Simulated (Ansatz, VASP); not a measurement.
# Ge (Germanium) in two plane-wave programs, part 2 of 3

Aim: how closely do two programs agree when they are given the same cell, functional and k mesh? The cell is taken from a series of runs on this material, whose earlier steps may have relaxed, scaled, displaced or heated it; both programs get it as it stands.

VASP 6.6.1 and Ansatz 0.2.0.

So far: Set-up; Ansatz: zone-centre phonons, PBEsol.

## 3. VASP: zone-centre phonons, PBEsol

Level of this step: PBEsol; plane waves and PAW (Ge_d) (VASP).

The same cell, functional, mesh and smearing now go to VASP, with its own data sets.

Lines of VASP's logs that name or quote its potential files are left out, and so is its time.

File INCAR:

```
SYSTEM = Ge
PREC = Accurate
ENCUT = 500
EDIFF = 1E-08
NELM = 120
ISMEAR = 0
SIGMA = 0.015
LREAL = .FALSE.
ALGO = Normal
GGA = PS
NBANDS = 20
LORBIT = 11
LWAVE = .FALSE.
LCHARG = .FALSE.
ISIF = 2
ISYM = 2
IBRION = 8
LASPH = .TRUE.
GGA_COMPAT = .FALSE.
KPAR = 2
```

File POSCAR:

```
Ge
1.0
   -0.0785454444      2.8443599592      2.8443599592
    2.8443599592     -0.0785454444      2.8443599592
    2.8443599592      2.8443599592     -0.0785454444
Ge
2
Direct
    0.4980818776      0.4980818776      0.4980818776
    0.7519181224      0.7519181224      0.7519181224
```

File KPOINTS:

```
Points of the shifted mesh
1728
Reciprocal
 0.0416666667  0.0416666667  0.0416666667 1
 0.0416666667  0.0416666667  0.1250000000 1
 0.0416666667  0.0416666667  0.2083333333 1
 0.0416666667  0.0416666667  0.2916666667 1
 0.0416666667  0.0416666667  0.3750000000 1
 0.0416666667  0.0416666667  0.4583333333 1
 0.0416666667  0.0416666667  0.5416666667 1
 0.0416666667  0.0416666667  0.6250000000 1
 0.0416666667  0.0416666667  0.7083333333 1
 0.0416666667  0.0416666667  0.7916666667 1
 0.0416666667  0.0416666667  0.8750000000 1
 0.0416666667  0.0416666667  0.9583333333 1
 0.0416666667  0.1250000000  0.0416666667 1
 0.0416666667  0.1250000000  0.1250000000 1
 0.0416666667  0.1250000000  0.2083333333 1
 0.0416666667  0.1250000000  0.2916666667 1
 0.0416666667  0.1250000000  0.3750000000 1
 0.0416666667  0.1250000000  0.4583333333 1
 0.0416666667  0.1250000000  0.5416666667 1
 0.0416666667  0.1250000000  0.6250000000 1
 0.0416666667  0.1250000000  0.7083333333 1
 0.0416666667  0.1250000000  0.7916666667 1
 0.0416666667  0.1250000000  0.8750000000 1
 0.0416666667  0.1250000000  0.9583333333 1
 0.0416666667  0.2083333333  0.0416666667 1
 0.0416666667  0.2083333333  0.1250000000 1
 0.0416666667  0.2083333333  0.2083333333 1
 0.0416666667  0.2083333333  0.2916666667 1
 0.0416666667  0.2083333333  0.3750000000 1
 0.0416666667  0.2083333333  0.4583333333 1
 0.0416666667  0.2083333333  0.5416666667 1
 0.0416666667  0.2083333333  0.6250000000 1
 0.0416666667  0.2083333333  0.7083333333 1
 0.0416666667  0.2083333333  0.7916666667 1
 0.0416666667  0.2083333333  0.8750000000 1
 0.0416666667  0.2083333333  0.9583333333 1
 0.0416666667  0.2916666667  0.0416666667 1
 0.0416666667  0.2916666667  0.1250000000 1
 0.0416666667  0.2916666667  0.2083333333 1
 0.0416666667  0.2916666667  0.2916666667 1
 0.0416666667  0.2916666667  0.3750000000 1
 0.0416666667  0.2916666667  0.4583333333 1
 0.0416666667  0.2916666667  0.5416666667 1
 0.0416666667  0.2916666667  0.6250000000 1
 0.0416666667  0.2916666667  0.7083333333 1
 0.0416666667  0.2916666667  0.7916666667 1
 0.0416666667  0.2916666667  0.8750000000 1
 0.0416666667  0.2916666667  0.9583333333 1
 0.0416666667  0.3750000000  0.0416666667 1
 0.0416666667  0.3750000000  0.1250000000 1
 0.0416666667  0.3750000000  0.2083333333 1
 0.0416666667  0.3750000000  0.2916666667 1
 0.0416666667  0.3750000000  0.3750000000 1
 0.0416666667  0.3750000000  0.4583333333 1
 0.0416666667  0.3750000000  0.5416666667 1
 0.0416666667  0.3750000000  0.6250000000 1
 0.0416666667  0.3750000000  0.7083333333 1
 0.0416666667  0.3750000000  0.7916666667 1
 0.0416666667  0.3750000000  0.8750000000 1
 0.0416666667  0.3750000000  0.9583333333 1
 0.0416666667  0.4583333333  0.0416666667 1
 0.0416666667  0.4583333333  0.1250000000 1
 0.0416666667  0.4583333333  0.2083333333 1
 0.0416666667  0.4583333333  0.2916666667 1
 0.0416666667  0.4583333333  0.3750000000 1
 0.0416666667  0.4583333333  0.4583333333 1
 0.0416666667  0.4583333333  0.5416666667 1
 0.0416666667  0.4583333333  0.6250000000 1
 0.0416666667  0.4583333333  0.7083333333 1
 0.0416666667  0.4583333333  0.7916666667 1
 0.0416666667  0.4583333333  0.8750000000 1
 0.0416666667  0.4583333333  0.9583333333 1
 0.0416666667  0.5416666667  0.0416666667 1
 0.0416666667  0.5416666667  0.1250000000 1
 0.0416666667  0.5416666667  0.2083333333 1
 0.0416666667  0.5416666667  0.2916666667 1
 0.0416666667  0.5416666667  0.3750000000 1
 0.0416666667  0.5416666667  0.4583333333 1
 0.0416666667  0.5416666667  0.5416666667 1
 0.0416666667  0.5416666667  0.6250000000 1
 0.0416666667  0.5416666667  0.7083333333 1
 0.0416666667  0.5416666667  0.7916666667 1
 0.0416666667  0.5416666667  0.8750000000 1
 0.0416666667  0.5416666667  0.9583333333 1
 0.0416666667  0.6250000000  0.0416666667 1
 0.0416666667  0.6250000000  0.1250000000 1
 0.0416666667  0.6250000000  0.2083333333 1
 0.0416666667  0.6250000000  0.2916666667 1
 0.0416666667  0.6250000000  0.3750000000 1
 0.0416666667  0.6250000000  0.4583333333 1
 0.0416666667  0.6250000000  0.5416666667 1
 0.0416666667  0.6250000000  0.6250000000 1
 0.0416666667  0.6250000000  0.7083333333 1
 0.0416666667  0.6250000000  0.7916666667 1
 0.0416666667  0.6250000000  0.8750000000 1
 0.0416666667  0.6250000000  0.9583333333 1
 0.0416666667  0.7083333333  0.0416666667 1
 0.0416666667  0.7083333333  0.1250000000 1
 0.0416666667  0.7083333333  0.2083333333 1
 0.0416666667  0.7083333333  0.2916666667 1
 0.0416666667  0.7083333333  0.3750000000 1
 0.0416666667  0.7083333333  0.4583333333 1
 0.0416666667  0.7083333333  0.5416666667 1
 0.0416666667  0.7083333333  0.6250000000 1
 0.0416666667  0.7083333333  0.7083333333 1
 0.0416666667  0.7083333333  0.7916666667 1
 0.0416666667  0.7083333333  0.8750000000 1
 0.0416666667  0.7083333333  0.9583333333 1
 0.0416666667  0.7916666667  0.0416666667 1
 0.0416666667  0.7916666667  0.1250000000 1
 0.0416666667  0.7916666667  0.2083333333 1
 0.0416666667  0.7916666667  0.2916666667 1
[... 1390 lines left out ...]
 0.8750000000  0.4583333333  0.1250000000 1
 0.8750000000  0.4583333333  0.2083333333 1
 0.8750000000  0.4583333333  0.2916666667 1
 0.8750000000  0.4583333333  0.3750000000 1
 0.8750000000  0.4583333333  0.4583333333 1
 0.8750000000  0.4583333333  0.5416666667 1
 0.8750000000  0.4583333333  0.6250000000 1
 0.8750000000  0.4583333333  0.7083333333 1
 0.8750000000  0.4583333333  0.7916666667 1
 0.8750000000  0.4583333333  0.8750000000 1
 0.8750000000  0.4583333333  0.9583333333 1
 0.8750000000  0.5416666667  0.0416666667 1
 0.8750000000  0.5416666667  0.1250000000 1
 0.8750000000  0.5416666667  0.2083333333 1
 0.8750000000  0.5416666667  0.2916666667 1
 0.8750000000  0.5416666667  0.3750000000 1
 0.8750000000  0.5416666667  0.4583333333 1
 0.8750000000  0.5416666667  0.5416666667 1
 0.8750000000  0.5416666667  0.6250000000 1
 0.8750000000  0.5416666667  0.7083333333 1
 0.8750000000  0.5416666667  0.7916666667 1
 0.8750000000  0.5416666667  0.8750000000 1
 0.8750000000  0.5416666667  0.9583333333 1
 0.8750000000  0.6250000000  0.0416666667 1
 0.8750000000  0.6250000000  0.1250000000 1
 0.8750000000  0.6250000000  0.2083333333 1
 0.8750000000  0.6250000000  0.2916666667 1
 0.8750000000  0.6250000000  0.3750000000 1
 0.8750000000  0.6250000000  0.4583333333 1
 0.8750000000  0.6250000000  0.5416666667 1
 0.8750000000  0.6250000000  0.6250000000 1
 0.8750000000  0.6250000000  0.7083333333 1
 0.8750000000  0.6250000000  0.7916666667 1
 0.8750000000  0.6250000000  0.8750000000 1
 0.8750000000  0.6250000000  0.9583333333 1
 0.8750000000  0.7083333333  0.0416666667 1
 0.8750000000  0.7083333333  0.1250000000 1
 0.8750000000  0.7083333333  0.2083333333 1
 0.8750000000  0.7083333333  0.2916666667 1
 0.8750000000  0.7083333333  0.3750000000 1
 0.8750000000  0.7083333333  0.4583333333 1
 0.8750000000  0.7083333333  0.5416666667 1
 0.8750000000  0.7083333333  0.6250000000 1
 0.8750000000  0.7083333333  0.7083333333 1
 0.8750000000  0.7083333333  0.7916666667 1
 0.8750000000  0.7083333333  0.8750000000 1
 0.8750000000  0.7083333333  0.9583333333 1
 0.8750000000  0.7916666667  0.0416666667 1
 0.8750000000  0.7916666667  0.1250000000 1
 0.8750000000  0.7916666667  0.2083333333 1
 0.8750000000  0.7916666667  0.2916666667 1
 0.8750000000  0.7916666667  0.3750000000 1
 0.8750000000  0.7916666667  0.4583333333 1
 0.8750000000  0.7916666667  0.5416666667 1
 0.8750000000  0.7916666667  0.6250000000 1
 0.8750000000  0.7916666667  0.7083333333 1
 0.8750000000  0.7916666667  0.7916666667 1
 0.8750000000  0.7916666667  0.8750000000 1
 0.8750000000  0.7916666667  0.9583333333 1
 0.8750000000  0.8750000000  0.0416666667 1
 0.8750000000  0.8750000000  0.1250000000 1
 0.8750000000  0.8750000000  0.2083333333 1
 0.8750000000  0.8750000000  0.2916666667 1
 0.8750000000  0.8750000000  0.3750000000 1
 0.8750000000  0.8750000000  0.4583333333 1
 0.8750000000  0.8750000000  0.5416666667 1
 0.8750000000  0.8750000000  0.6250000000 1
 0.8750000000  0.8750000000  0.7083333333 1
 0.8750000000  0.8750000000  0.7916666667 1
 0.8750000000  0.8750000000  0.8750000000 1
 0.8750000000  0.8750000000  0.9583333333 1
 0.8750000000  0.9583333333  0.0416666667 1
 0.8750000000  0.9583333333  0.1250000000 1
 0.8750000000  0.9583333333  0.2083333333 1
 0.8750000000  0.9583333333  0.2916666667 1
 0.8750000000  0.9583333333  0.3750000000 1
 0.8750000000  0.9583333333  0.4583333333 1
 0.8750000000  0.9583333333  0.5416666667 1
 0.8750000000  0.9583333333  0.6250000000 1
 0.8750000000  0.9583333333  0.7083333333 1
 0.8750000000  0.9583333333  0.7916666667 1
 0.8750000000  0.9583333333  0.8750000000 1
 0.8750000000  0.9583333333  0.9583333333 1
 0.9583333333  0.0416666667  0.0416666667 1
 0.9583333333  0.0416666667  0.1250000000 1
 0.9583333333  0.0416666667  0.2083333333 1
 0.9583333333  0.0416666667  0.2916666667 1
 0.9583333333  0.0416666667  0.3750000000 1
 0.9583333333  0.0416666667  0.4583333333 1
 0.9583333333  0.0416666667  0.5416666667 1
 0.9583333333  0.0416666667  0.6250000000 1
 0.9583333333  0.0416666667  0.7083333333 1
 0.9583333333  0.0416666667  0.7916666667 1
 0.9583333333  0.0416666667  0.8750000000 1
 0.9583333333  0.0416666667  0.9583333333 1
 0.9583333333  0.1250000000  0.0416666667 1
 0.9583333333  0.1250000000  0.1250000000 1
 0.9583333333  0.1250000000  0.2083333333 1
 0.9583333333  0.1250000000  0.2916666667 1
 0.9583333333  0.1250000000  0.3750000000 1
 0.9583333333  0.1250000000  0.4583333333 1
 0.9583333333  0.1250000000  0.5416666667 1
 0.9583333333  0.1250000000  0.6250000000 1
 0.9583333333  0.1250000000  0.7083333333 1
 0.9583333333  0.1250000000  0.7916666667 1
 0.9583333333  0.1250000000  0.8750000000 1
 0.9583333333  0.1250000000  0.9583333333 1
 0.9583333333  0.2083333333  0.0416666667 1
 0.9583333333  0.2083333333  0.1250000000 1
 0.9583333333  0.2083333333  0.2083333333 1
 0.9583333333  0.2083333333  0.2916666667 1
 0.9583333333  0.2083333333  0.3750000000 1
 0.9583333333  0.2083333333  0.4583333333 1
 0.9583333333  0.2083333333  0.5416666667 1
 0.9583333333  0.2083333333  0.6250000000 1
 0.9583333333  0.2083333333  0.7083333333 1
 0.9583333333  0.2083333333  0.7916666667 1
 0.9583333333  0.2083333333  0.8750000000 1
 0.9583333333  0.2083333333  0.9583333333 1
 0.9583333333  0.2916666667  0.0416666667 1
 0.9583333333  0.2916666667  0.1250000000 1
 0.9583333333  0.2916666667  0.2083333333 1
 0.9583333333  0.2916666667  0.2916666667 1
 0.9583333333  0.2916666667  0.3750000000 1
 0.9583333333  0.2916666667  0.4583333333 1
 0.9583333333  0.2916666667  0.5416666667 1
 0.9583333333  0.2916666667  0.6250000000 1
 0.9583333333  0.2916666667  0.7083333333 1
 0.9583333333  0.2916666667  0.7916666667 1
 0.9583333333  0.2916666667  0.8750000000 1
 0.9583333333  0.2916666667  0.9583333333 1
 0.9583333333  0.3750000000  0.0416666667 1
 0.9583333333  0.3750000000  0.1250000000 1
 0.9583333333  0.3750000000  0.2083333333 1
 0.9583333333  0.3750000000  0.2916666667 1
 0.9583333333  0.3750000000  0.3750000000 1
 0.9583333333  0.3750000000  0.4583333333 1
 0.9583333333  0.3750000000  0.5416666667 1
 0.9583333333  0.3750000000  0.6250000000 1
 0.9583333333  0.3750000000  0.7083333333 1
 0.9583333333  0.3750000000  0.7916666667 1
 0.9583333333  0.3750000000  0.8750000000 1
 0.9583333333  0.3750000000  0.9583333333 1
 0.9583333333  0.4583333333  0.0416666667 1
 0.9583333333  0.4583333333  0.1250000000 1
 0.9583333333  0.4583333333  0.2083333333 1
 0.9583333333  0.4583333333  0.2916666667 1
 0.9583333333  0.4583333333  0.3750000000 1
 0.9583333333  0.4583333333  0.4583333333 1
 0.9583333333  0.4583333333  0.5416666667 1
 0.9583333333  0.4583333333  0.6250000000 1
 0.9583333333  0.4583333333  0.7083333333 1
 0.9583333333  0.4583333333  0.7916666667 1
 0.9583333333  0.4583333333  0.8750000000 1
 0.9583333333  0.4583333333  0.9583333333 1
 0.9583333333  0.5416666667  0.0416666667 1
 0.9583333333  0.5416666667  0.1250000000 1
 0.9583333333  0.5416666667  0.2083333333 1
 0.9583333333  0.5416666667  0.2916666667 1
 0.9583333333  0.5416666667  0.3750000000 1
 0.9583333333  0.5416666667  0.4583333333 1
 0.9583333333  0.5416666667  0.5416666667 1
 0.9583333333  0.5416666667  0.6250000000 1
 0.9583333333  0.5416666667  0.7083333333 1
 0.9583333333  0.5416666667  0.7916666667 1
 0.9583333333  0.5416666667  0.8750000000 1
 0.9583333333  0.5416666667  0.9583333333 1
 0.9583333333  0.6250000000  0.0416666667 1
 0.9583333333  0.6250000000  0.1250000000 1
 0.9583333333  0.6250000000  0.2083333333 1
 0.9583333333  0.6250000000  0.2916666667 1
 0.9583333333  0.6250000000  0.3750000000 1
 0.9583333333  0.6250000000  0.4583333333 1
 0.9583333333  0.6250000000  0.5416666667 1
 0.9583333333  0.6250000000  0.6250000000 1
 0.9583333333  0.6250000000  0.7083333333 1
 0.9583333333  0.6250000000  0.7916666667 1
 0.9583333333  0.6250000000  0.8750000000 1
 0.9583333333  0.6250000000  0.9583333333 1
 0.9583333333  0.7083333333  0.0416666667 1
 0.9583333333  0.7083333333  0.1250000000 1
 0.9583333333  0.7083333333  0.2083333333 1
 0.9583333333  0.7083333333  0.2916666667 1
 0.9583333333  0.7083333333  0.3750000000 1
 0.9583333333  0.7083333333  0.4583333333 1
 0.9583333333  0.7083333333  0.5416666667 1
 0.9583333333  0.7083333333  0.6250000000 1
 0.9583333333  0.7083333333  0.7083333333 1
 0.9583333333  0.7083333333  0.7916666667 1
 0.9583333333  0.7083333333  0.8750000000 1
 0.9583333333  0.7083333333  0.9583333333 1
 0.9583333333  0.7916666667  0.0416666667 1
 0.9583333333  0.7916666667  0.1250000000 1
 0.9583333333  0.7916666667  0.2083333333 1
 0.9583333333  0.7916666667  0.2916666667 1
 0.9583333333  0.7916666667  0.3750000000 1
 0.9583333333  0.7916666667  0.4583333333 1
 0.9583333333  0.7916666667  0.5416666667 1
 0.9583333333  0.7916666667  0.6250000000 1
 0.9583333333  0.7916666667  0.7083333333 1
 0.9583333333  0.7916666667  0.7916666667 1
 0.9583333333  0.7916666667  0.8750000000 1
 0.9583333333  0.7916666667  0.9583333333 1
 0.9583333333  0.8750000000  0.0416666667 1
 0.9583333333  0.8750000000  0.1250000000 1
 0.9583333333  0.8750000000  0.2083333333 1
 0.9583333333  0.8750000000  0.2916666667 1
 0.9583333333  0.8750000000  0.3750000000 1
 0.9583333333  0.8750000000  0.4583333333 1
 0.9583333333  0.8750000000  0.5416666667 1
 0.9583333333  0.8750000000  0.6250000000 1
 0.9583333333  0.8750000000  0.7083333333 1
 0.9583333333  0.8750000000  0.7916666667 1
 0.9583333333  0.8750000000  0.8750000000 1
 0.9583333333  0.8750000000  0.9583333333 1
 0.9583333333  0.9583333333  0.0416666667 1
 0.9583333333  0.9583333333  0.1250000000 1
 0.9583333333  0.9583333333  0.2083333333 1
 0.9583333333  0.9583333333  0.2916666667 1
 0.9583333333  0.9583333333  0.3750000000 1
 0.9583333333  0.9583333333  0.4583333333 1
 0.9583333333  0.9583333333  0.5416666667 1
 0.9583333333  0.9583333333  0.6250000000 1
 0.9583333333  0.9583333333  0.7083333333 1
 0.9583333333  0.9583333333  0.7916666667 1
 0.9583333333  0.9583333333  0.8750000000 1
 0.9583333333  0.9583333333  0.9583333333 1
```

PAW data sets: Ge_d (PBE family, release 64).

Run with:

```sh
$ mpirun -np 2 vasp_std
```

The program printed:

```text
[banner, memory and clock lines left out]
running    2 mpi-ranks, on    1 nodes
 distrk:  each k-point on    1 cores,    2 groups
 distr:  one band on    1 cores,    1 groups

 POSCAR found type information on POSCAR Ge
 POSCAR found :  1 types and       2 ions
|                                                                             |
|               ----> ADVICE to this user running VASP <----                  |
|                                                                             |
|     You enforced a specific xc type in the INCAR file but a different       |
|     [... a line on the potential file left out ...]
|     I HOPE YOU KNOW WHAT YOU ARE DOING!                                     |
|                                                                             |

 LDA part: xc-table for (Slater+PW92), standard interpolation
 POSCAR, INCAR and KPOINTS ok, starting setup
 FFT: planning ... GRIDC
 FFT: planning ... GRID_SOFT
 FFT: planning ... GRID
 WAVECAR not read
 entering main loop
       N       E                     dE             d eps       ncg     rms          rms(c)
DAV:   1     0.183282072132E+03    0.18328E+03   -0.14706E+04 74004   0.366E+03
DAV:   2     0.161049093308E+02   -0.16718E+03   -0.16280E+03 69276   0.584E+02
DAV:   3    -0.912071677011E+01   -0.25226E+02   -0.25044E+02 78152   0.145E+02
DAV:   4    -0.995176051189E+01   -0.83104E+00   -0.83043E+00 78032   0.310E+01
DAV:   5    -0.996585603645E+01   -0.14096E-01   -0.14095E-01 77308   0.444E+00    0.300E+00
DAV:   6    -0.987763890212E+01    0.88217E-01   -0.34350E-02 91948   0.243E+00    0.171E+00
DAV:   7    -0.983541474018E+01    0.42224E-01   -0.56175E-02 72556   0.250E+00    0.154E-01
DAV:   8    -0.983630343592E+01   -0.88870E-03   -0.70113E-03 78440   0.120E+00    0.533E-02
DAV:   9    -0.983642500104E+01   -0.12157E-03   -0.25943E-04 78588   0.218E-01    0.136E-02
DAV:  10    -0.983644254934E+01   -0.17548E-04   -0.25230E-05 85236   0.420E-02    0.553E-03
DAV:  11    -0.983644400369E+01   -0.14543E-05   -0.40921E-06 79236   0.213E-02    0.146E-03
DAV:  12    -0.983644397661E+01    0.27080E-07   -0.75572E-07 85008   0.140E-02    0.756E-04
DAV:  13    -0.983644401946E+01   -0.42853E-07   -0.91978E-08 90996   0.452E-03    0.266E-04
DAV:  14    -0.983644400937E+01    0.10092E-07   -0.12396E-08 48656   0.223E-03    0.748E-05
DAV:  15    -0.983644400057E+01    0.88039E-08   -0.23398E-09 40216   0.456E-04
   1 F= -.98364440E+01 E0= -.98364306E+01  d E =-.267873E-04
 Linear response reoptimize wavefunctions to high precision
DAV:   1    -0.983644399924E+01    0.13315E-08   -0.25780E-10 42116   0.206E-04
DAV:   2    -0.983644399924E+01   -0.18190E-11   -0.56135E-11 38172   0.907E-05
 Linear response DOF=           1
 Linear response progress:
  Degree of freedom:   1/  1
       N       E                     dE             d eps       ncg     rms          rms(c)
RMM:   1    -0.187027081245E+00   -0.18703E+00    0.80786E+00 85178   0.442E+01
RMM:   2    -0.194108036195E+00   -0.70810E-02   -0.12414E-02112144   0.103E+00    0.689E-02
RMM:   3    -0.194087455820E+00    0.20580E-04   -0.88091E-04117641   0.306E-01    0.397E-02
RMM:   4    -0.193954083101E+00    0.13337E-03   -0.60701E-05125825   0.802E-02    0.474E-03
RMM:   5    -0.193953385800E+00    0.69730E-06   -0.31972E-06121382   0.182E-02    0.221E-03
RMM:   6    -0.193960013374E+00   -0.66276E-05   -0.19303E-07123167   0.512E-03    0.340E-04
RMM:   7    -0.193959346440E+00    0.66693E-06   -0.36105E-08127181   0.163E-03    0.201E-04
RMM:   8    -0.193958626012E+00    0.72043E-06    0.31373E-08129329   0.580E-04    0.453E-05
RMM:   9    -0.193958499981E+00    0.12603E-06    0.62461E-08119709   0.254E-04    0.189E-05
RMM:  10    -0.193958669721E+00   -0.16974E-06    0.12059E-08129685   0.113E-04    0.668E-06
RMM:  11    -0.193958693734E+00   -0.24014E-07   -0.21362E-08131718   0.557E-05    0.377E-06
RMM:  12    -0.193958733037E+00   -0.39303E-07   -0.51157E-09132319   0.320E-05    0.146E-06
RMM:  13    -0.193958737503E+00   -0.44660E-08   -0.76570E-09 99722   0.211E-05    0.669E-07
 first order change of Fermi-energy  -0.25425E+01
 force on displaced ion       1 direction 1 :  -9.815  -0.312  -0.312
 Linear response finished
```

(Continued in part 3 of 3.)

[Lines on the potential files, build, host, timing and source positions are cut from VASP's logs without a mark.]

[Logs are printed without paths, hosts, clocks, repeated set-up lines and the standing remarks that a program may print on its own settings, such as how far it seeks lower states.]

[Hosts, paths, dates, database ids (printed as entryN), source tags and the programs' standing remarks are cut or masked in the printed files.]
